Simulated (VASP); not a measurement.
Here is the system:

```
MgS
1.0
    0.00000     2.56272     2.56272
    2.56272     0.00000     2.56272
    2.56272     2.56272     0.00000
Mg S
1 1
Direct
  0.00000   0.00000   0.00000
  0.50000   0.50000   0.50000
```

The numbers are results of PBEsol GGA, VASP's PBE PAW potentials (set 64) (plane waves; VASP), not measurements. Settings: 520 eV cut-off, 9×9×9 Γ-centred mesh, Gaussian smearing of 0.050 eV, potentials Mg S.

Q: What does the run give for the energy per atom (σ→0), pressure?

A: 
* **energy per atom (σ→0)**: -4.533 eV/atom
* **pressure**: 2.56 GPa

The compound is MgS in the rock salt structure. This cell is one point of a volume scan, at 0.97 of the reference volume.
